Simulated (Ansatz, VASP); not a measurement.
## Ca2Zr: VASP beside Ansatz

```
CELL_PARAMETERS angstrom
0.00000 3.93037 3.93037
3.93037 0.00000 3.93037
3.93037 3.93037 0.00000
ATOMIC_POSITIONS crystal
Ca 0.25000 0.25000 0.25000
Ca 0.75000 0.75000 0.75000
Zr 0.00000 0.00000 0.00000
```

Alike in both runs: functional PBE; k mesh 4 × 4 × 4; occupations gaussian, width 0.1 eV; no spin polarisation.

Ansatz relaxed the structure, and its values are those at the end. VASP's run is a single point on that final structure, the one shown.

```csv
,VASP,Ansatz
version,VASP 6.6.1,Ansatz 0.2.0
potentials or method,"VASP PAW PBE potentials, release 64 (Ca_sv, Zr_sv)","scalar-relativistic, plane waves, PAW"
plane-wave cutoff (eV),520,420
valence electrons in the cell,32,32
```

|  | VASP | Ansatz | Ansatz less VASP |
| --- | --- | --- | --- |
| gap on the k mesh at the Fermi level (eV) | none | none | - |
| pressure (GPa) | 0.2 | 0.2 | -0.01 |

A gap of «none» marks a metal or a gap that the smearing closes.
